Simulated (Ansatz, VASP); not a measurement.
NaAl3 in VASP and in Ansatz

```
Al Na
1.0
    -2.23063    2.23063    4.05827
     2.23063   -2.23063    4.05827
     2.23063    2.23063   -4.05827
Al Na
3 1
Cartesian
  0.0000 0.0000 4.0583
  2.2306 0.0000 2.0291
  0.0000 2.2306 2.0291
  0.0000 0.0000 0.0000
```

Change from the starting cell: volume scaled by 1.06.

Alike in both runs: task single point; functional PBE; k mesh 9 × 9 × 9; occupations fermi-dirac, width 0.05 eV; no spin polarisation.

```csv
,VASP,Ansatz
version,VASP 6.6.1,Ansatz 0.2.0
potentials or method,"VASP PAW PBE potentials, release 64 (Al, Na_pv)",Ansatz PAW
plane-wave cutoff (eV),520,420
valence electrons in the cell,16,18
```

```csv
,VASP,Ansatz,Ansatz less VASP
gap on the k mesh at the Fermi level (eV),none,none,-
pressure (GPa),-2.5,-2.5,0.00
largest component of the traceless stress (GPa),0.77,0.78,+0.006
```

A gap of «none» marks a metal or a gap that the smearing closes. The two sets of potentials don't hold the same shells in valence.
